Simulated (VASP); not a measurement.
# Moving the dispersion correction in LaSc

The cell as given:

The structure is cubic, space group Pm-3m (No. 221). Conventional cell: a = 3.948 Å, b = 3.948 Å, c = 3.948 Å, α = 90.00°, β = 90.00°, γ = 90.00°. La (site symmetry m-3m) has 8 Sc at 3.42 Å as nearest neighbours. Around Sc (site symmetry m-3m) lie 8 La at 3.42 Å.

The cell comes from a database or a generator and needn't be the stable form of this composition.

Kept alike: task relaxation of cell and atoms; functional revPBE; k mesh 7 × 7 × 7; occupations fermi-dirac, width 0.05 eV; no spin polarisation. Program: VASP, PBE PAW files La, Sc_sv, 600 eV. The mesh is that of the run's cell of 2 atoms. No spin-orbit coupling.

| dispersion correction | volume (Å³/atom) |
| --- | --- |
| D3(zero) | 29.383 |
| D3(BJ) | 28.440 |
| D4 | 30.256 |
| dDsC | 28.709 |
| none | 31.805 |

The relaxations keep at least the cell's symmetry (Pm-3m). For a metal such a mesh leaves the last digits unconverged. Relaxations stop with a little pressure left, so the last digits of a volume or edge aren't settled. Runs of this series that gave no sound value for these columns are left out. All rows use potentials made for PBE.

Problem. What does the dispersion correction change here?

Solution. The volume runs from 28.440 (D3(BJ)) to 31.805 Å³/atom (none). Against no correction: D3(zero) -7.6 %; D3(BJ) -10.6 %; D4 -4.9 %; dDsC -9.7 %. Dispersion terms mostly attract and so lower the volume; the schemes' coefficients and damping set how far.
